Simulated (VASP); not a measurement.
# WSe2: the band gap, functional by functional, part 3 of 3

How does the band gap of WSe2 depend on the functional? The starting structure is a measured crystal structure from the Crystallography Open Database. The atoms were first relaxed with LDA in that cell, in a run that isn't shown, and the relaxed structure is the one below. Meshes and data sets differ where the inputs say so.

VASP 6.6.1.

Results so far: LDA 0.918 eV; PBE 0.981 eV; r2SCAN 1.097 eV; TB-mBJ 1.177 eV; LDA + spin-orbit coupling 0.841 eV; r2SCAN + spin-orbit coupling 1.021 eV.

The database entry behind the starting cell differs from later determinations by our own check (a about 0.2 % long), so it need not match the best structure at ambient conditions.

### Step 8. Bands with TB-mBJ + spin-orbit coupling

Level of this step: TB-mBJ, spin-orbit coupling; plane waves and PAW (W, Se) (VASP).

INCAR reads:

```
SYSTEM = WSe2
PREC = Accurate
ENCUT = 350
EDIFF = 1E-06
NELM = 150
ISMEAR = 0
SIGMA = 0.03
LREAL = .FALSE.
ALGO = Normal
METAGGA = MBJ
LASPH = .TRUE.
LNONCOLLINEAR = .TRUE.
MAGMOM = 0 0 0 0 0 0 0 0 0 0 0 0 0 0 0 0 0 0
NBANDS = 48
GGA_COMPAT = .FALSE.
LSORBIT = .TRUE.
LMAXMIX = 4
LORBIT = 11
LWAVE = .FALSE.
LCHARG = .FALSE.
KPAR = 16
```

POSCAR reads:

```
WSe2
1.0
    3.2900000000      0.0000000000      0.0000000000
   -1.6450000000      2.8492235785      0.0000000000
    0.0000000000      0.0000000000     12.9700000000
W Se
2 4
Direct
    0.6666666667      0.3333333333      0.7500000000
    0.3333333333      0.6666666667      0.2500000000
    0.6666666667      0.3333333333      0.3775150786
    0.3333333333      0.6666666667      0.8775150786
    0.6666666667      0.3333333333      0.1224849214
    0.3333333333      0.6666666667      0.6224849214
```

KPOINTS reads:

```
Automatic mesh
0
Gamma
9 9 2
0 0 0
```

KPOINTS_OPT reads:

```
Line mode
8
Line-mode
Reciprocal
  0.00000000   0.00000000   0.00000000 GAMMA
  0.50000000   0.00000000   0.00000000 M

  0.50000000   0.00000000   0.00000000 M
  0.33333333   0.33333333   0.00000000 K

  0.33333333   0.33333333   0.00000000 K
  0.00000000   0.00000000   0.00000000 GAMMA

  0.00000000   0.00000000   0.00000000 GAMMA
  0.00000000   0.00000000   0.50000000 A

  0.00000000   0.00000000   0.50000000 A
  0.50000000   0.00000000   0.50000000 L

  0.50000000   0.00000000   0.50000000 L
  0.33333333   0.33333333   0.50000000 H

  0.33333333   0.33333333   0.50000000 H
  0.00000000   0.00000000   0.50000000 A

  0.50000000   0.00000000   0.50000000 L
  0.50000000   0.00000000   0.00000000 M

  0.33333333   0.33333333   0.00000000 K
  0.33333333   0.33333333   0.50000000 H
```

Potentials, in the order of the species: W and Se (PBE family, release 64).

Launch:

```sh
$ mpirun -np 16 vasp_ncl
```

Output:

```text
[... set-up lines as in an earlier step ...]
 entering main loop
       N       E                     dE             d eps       ncg     rms          rms(c)
DAV:   1     0.232937251040E+04    0.23294E+04   -0.12286E+04  2304   0.956E+02
DAV:   2     0.215090098841E+04   -0.17847E+03   -0.17057E+03  3008   0.229E+02
DAV:   3     0.213832912047E+04   -0.12572E+02   -0.12425E+02  2856   0.627E+01
DAV:   4     0.213800140498E+04   -0.32772E+00   -0.32570E+00  3264   0.981E+00
[...]
DAV:  39     0.215157714625E+04   -0.53098E-04   -0.38575E-08  1296   0.117E-03    0.211E-03
DAV:  40     0.215157713808E+04   -0.81695E-05   -0.30234E-08  1296   0.850E-04    0.217E-03
DAV:  41     0.215157713843E+04    0.35712E-06   -0.54436E-09  1272   0.522E-04
   1 F= 0.21515771E+04 E0= 0.21515771E+04  d E =-.120393E-11  mag=    -0.0000     0.0000     0.0000
 Start KPOINTS_OPT (optional k-point list driver)
k-point batch [1-24\72]
       N       E                     dE             ncg
DAV:   1     0.441652332733E+04   -0.13130E+05     2304
DAV:   2     0.771163741755E+02   -0.43394E+04     2952
DAV:   3    -0.233531374104E+03   -0.31065E+03     2896
DAV:   4    -0.242743263721E+03   -0.92119E+01     3264
DAV:   5    -0.242939298681E+03   -0.19603E+00     2960
DAV:   6    -0.242946698026E+03   -0.73993E-02     3456
DAV:   7    -0.242946813498E+03   -0.11547E-03     3000
DAV:   8    -0.242946817011E+03   -0.35131E-05     2592
DAV:   9    -0.242946817228E+03   -0.21621E-06     2104
[...]
k-point batch [49-72\72]
       N       E                     dE             ncg
DAV:   1     0.421398964905E+04   -0.18522E+05     2304
DAV:   2    -0.243185592816E+02   -0.42383E+04     2976
DAV:   3    -0.313954518021E+03   -0.28964E+03     2928
DAV:   4    -0.321220094533E+03   -0.72656E+01     3168
DAV:   5    -0.321398447701E+03   -0.17835E+00     2920
DAV:   6    -0.321404740964E+03   -0.62933E-02     3296
DAV:   7    -0.321404883556E+03   -0.14259E-03     2896
DAV:   8    -0.321404888575E+03   -0.50189E-05     2512
DAV:   9    -0.321404888869E+03   -0.29415E-06     2024
```

It took 2.3 min on 16 MPI ranks of Intel Xeon 6975P-C (Granite Rapids), shared host; peak memory 8 GiB.

OUTCAR, selected parts (step 8):

```text
  Total       90.4490850     90.4490850     81.3386258      0.0000000      0.0000000      0.0000000
  in kB     1191.9344064   1191.9344064   1071.8771416      0.0000000      0.0000000      0.0000000
  external PRESSURE =    1151.9153181 kB  Pullay stress =       0.0000000 kB

 POSITION                                       TOTAL-FORCE (eV/Angst)
 -----------------------------------------------------------------------------------
      1.64500      0.94974      9.72750        -0.000000     -0.000000     -0.000000
     -0.00000      1.89948      3.24250         0.000000      0.000000     -0.000000
      1.64500      0.94974      4.89637         0.000000     -0.000000      0.033746
     -0.00000      1.89948     11.38137        -0.000000      0.000000      0.033746
      1.64500      0.94974      1.58863         0.000000     -0.000000     -0.033746
     -0.00000      1.89948      8.07363        -0.000000      0.000000     -0.033746
 -----------------------------------------------------------------------------------
    total drift:                               -0.000000      0.000000     -0.000000

  FREE ENERGIE OF THE ION-ELECTRON SYSTEM (eV)
  ---------------------------------------------------
  free  energy   TOTEN  =      2151.5771384330 eV

  energy  without entropy=     2151.5771384330  energy(sigma->0) =     2151.57713843

 magnetization (x)
# of ion       s       p       d       tot
------------------------------------------
    1        0.000   0.000  -0.000  -0.000
    2        0.000   0.000   0.000   0.000
    3       -0.000  -0.000  -0.000  -0.000
    4        0.000   0.000   0.000   0.000
    5        0.000   0.000   0.000   0.000
    6       -0.000  -0.000  -0.000  -0.000
--------------------------------------------------
tot          0.000  -0.000  -0.000  -0.000

 magnetization (y)
# of ion       s       p       d       tot
------------------------------------------
    1        0.000  -0.000  -0.000  -0.000
    2       -0.000   0.000   0.000   0.000
    3        0.000   0.000  -0.000  -0.000
    4        0.000   0.000   0.000   0.000
    5       -0.000   0.000  -0.000  -0.000
    6        0.000   0.000   0.000   0.000
--------------------------------------------------
tot         -0.000  -0.000  -0.000  -0.000

[... 3 parts as in an earlier step ...]

[... 1 further part left out ...]
[key lines of the parts left out:]
E-fermi :   5.6515
```

TB-mBJ + spin-orbit coupling gives a least gap of 1.100 eV, and a least direct gap of 1.345 eV. The least gap is -0.077 eV from that of TB-mBJ.

### Step 9. Bands with HSE06

HSE06 mixes in a quarter of exact exchange at short range, at far higher cost; in semiconductors this cures much of the gap error, while metals seldom gain. This run uses a 5×5×2 mesh. Its starting orbitals come from a semilocal run on the same mesh, not shown.

INCAR reads:

```
SYSTEM = WSe2
PREC = Accurate
ENCUT = 350
EDIFF = 1E-06
NELM = 100
ISMEAR = 0
SIGMA = 0.03
LREAL = .FALSE.
ALGO = Normal
LHFCALC = .TRUE.
AEXX = 0.25
GGA = PE
HFSCREEN = 0.2
LASPH = .TRUE.
NBANDS = 24
PRECFOCK = Fast
LORBIT = 11
LWAVE = .FALSE.
LCHARG = .FALSE.
KPAR = 4
```

POSCAR is that of step 8.

KPOINTS reads:

```
Automatic mesh
0
Gamma
5 5 2
0 0 0
```

KPOINTS_OPT is that of step 8.

Launch:

```sh
$ mpirun -np 16 vasp_std
```

Output:

```text
[banner, memory and clock lines left out]
running   16 mpi-ranks, on    1 nodes
[...]
[... a notice as in an earlier step ...]

 LDA part: xc-table for (Slater+PW92), standard interpolation
 found WAVECAR, reading the header
 POSCAR, INCAR and KPOINTS ok, starting setup
[...]
reading WAVECAR
 the WAVECAR file was read successfully
 initial charge from wavefunction
 entering main loop
       N       E                     dE             d eps       ncg     rms          rms(c)
DAV:   1    -0.519305717360E+02   -0.51931E+02   -0.27779E+00   488   0.131E+01    0.944E+00
DAV:   2    -0.519265107272E+02    0.40610E-02   -0.91908E-02   544   0.165E+00    0.548E+00
DAV:   3    -0.519228123674E+02    0.36984E-02   -0.24247E-02   624   0.806E-01    0.308E+00
DAV:   4    -0.519201568799E+02    0.26555E-02   -0.36283E-03   592   0.346E-01    0.183E+00
[...]
DAV:  10    -0.519196079113E+02   -0.22628E-05   -0.17681E-06   360   0.931E-03    0.564E-02
DAV:  11    -0.519196094092E+02   -0.14978E-05   -0.62546E-07   312   0.527E-03    0.323E-02
DAV:  12    -0.519196103202E+02   -0.91099E-06   -0.27110E-07   320   0.323E-03
   1 F= -.51919610E+02 E0= -.51919610E+02  d E =-.228840E-11
 Start KPOINTS_OPT (optional k-point list driver)
k-point batch [1-10\72]
       N       E                     dE             ncg
DAV:   1     0.168775289722E+04   -0.47248E+04      480
DAV:   2    -0.210830776427E+03   -0.18986E+04      616
DAV:   3    -0.447578803890E+03   -0.23675E+03      592
DAV:   4    -0.458524334571E+03   -0.10946E+02      688
[...]
DAV:   8    -0.459178643096E+03   -0.86685E-04      568
DAV:   9    -0.459178649614E+03   -0.65174E-05      440
DAV:  10    -0.459178650190E+03   -0.57656E-06      400
[...]
k-point batch [71-72\72]
       N       E                     dE             ncg
DAV:   1     0.950528783070E+04   -0.20463E+04       96
DAV:   2     0.916583702670E+04   -0.33945E+03      112
DAV:   3     0.912456226918E+04   -0.41275E+02      128
DAV:   4     0.912316543999E+04   -0.13968E+01      128
DAV:   5     0.912313589489E+04   -0.29545E-01      128
DAV:   6     0.912313500593E+04   -0.88896E-03      112
DAV:   7     0.912313496612E+04   -0.39810E-04      120
DAV:   8     0.912313496410E+04   -0.20178E-05      104
DAV:   9     0.912313496403E+04   -0.71674E-07       80
```

Run time: 7.5 min. Hardware: 16 MPI ranks; peak memory 4.9 GiB.

OUTCAR, selected parts (step 9):

```text
 POSITION                                       TOTAL-FORCE (eV/Angst)
 -----------------------------------------------------------------------------------
      1.64500      0.94974      9.72750         0.000000     -0.000000      0.000000
     -0.00000      1.89948      3.24250        -0.000000      0.000000      0.000000
      1.64500      0.94974      4.89637        -0.000000     -0.000000     -0.171497
     -0.00000      1.89948     11.38137         0.000000      0.000000     -0.171497
      1.64500      0.94974      1.58863        -0.000000     -0.000000      0.171497
     -0.00000      1.89948      8.07363         0.000000      0.000000      0.171497
 -----------------------------------------------------------------------------------
    total drift:                                0.000001      0.000001     -0.000004

  FREE ENERGIE OF THE ION-ELECTRON SYSTEM (eV)
  ---------------------------------------------------
  free  energy   TOTEN  =       -51.9196103202 eV

  energy  without entropy=      -51.9196103202  energy(sigma->0) =      -51.91961032

[... 1 part as in an earlier step ...]

[... 2 further parts left out ...]
[key lines of the parts left out:]
E-fermi :   5.0829
```

HSE06 gives a least gap of 1.482 eV, and a least direct gap of 1.925 eV. The least gap is +0.564 eV from that of LDA, on another mesh, which alone can move a gap by some hundredths of an eV.

### Step 10. All runs side by side

```tsv
level	gap (eV)	least direct gap (eV)	mesh	core minutes
LDA	0.918	1.475	9×9×2	3.04
PBE	0.981	1.48	9×9×2	3.31
r2SCAN	1.097	1.604	9×9×2	10.1
TB-mBJ	1.177	1.566	9×9×2	15.5
LDA + spin-orbit coupling	0.841	1.264	9×9×2	12.5
r2SCAN + spin-orbit coupling	1.021	1.391	9×9×2	45.9
TB-mBJ + spin-orbit coupling	1.1	1.345	9×9×2	36.3
HSE06	1.482	1.925	5×5×2	119.0
```

Core minutes are wall time times ranks of the run shown, on a shared host.

### Step 11. Results

```json
{"gap, LDA": "0.918 eV", "gap, PBE": "0.981 eV", "gap, r2SCAN": "1.097 eV", "gap, TB-mBJ": "1.177 eV", "gap, LDA + spin-orbit coupling": "0.841 eV", "gap, r2SCAN + spin-orbit coupling": "1.021 eV", "gap, TB-mBJ + spin-orbit coupling": "1.100 eV", "gap, HSE06": "1.482 eV"}
```

Without spin-orbit coupling the gap of WSe2 runs from 0.918 eV (LDA) to 1.482 eV (HSE06). HSE06 gives +0.50 eV from PBE, on another mesh, which alone can move a gap by some hundredths of an eV. TB-mBJ lies -0.31 eV from HSE06, on another mesh, which alone can move a gap by some hundredths of an eV. Spin-orbit coupling changes the LDA gap by -0.077 eV. Spin-orbit coupling changes the r2SCAN gap by -0.076 eV. Spin-orbit coupling changes the TB-mBJ gap by -0.077 eV. These are gaps between Kohn-Sham or generalised Kohn-Sham levels of a static lattice, without excitons or temperature. Further runs on this material are not shown.

[Lines on the potential files, build, host, timing and source positions are cut from VASP's logs without a mark.]

[Logs are printed without paths, hosts, clocks, repeated set-up lines and the standing remarks that a program may print on its own settings, such as how far it seeks lower states.]

[Hosts, paths, dates, database ids (printed as entryN), source tags and the programs' standing remarks are cut or masked in the printed files.]
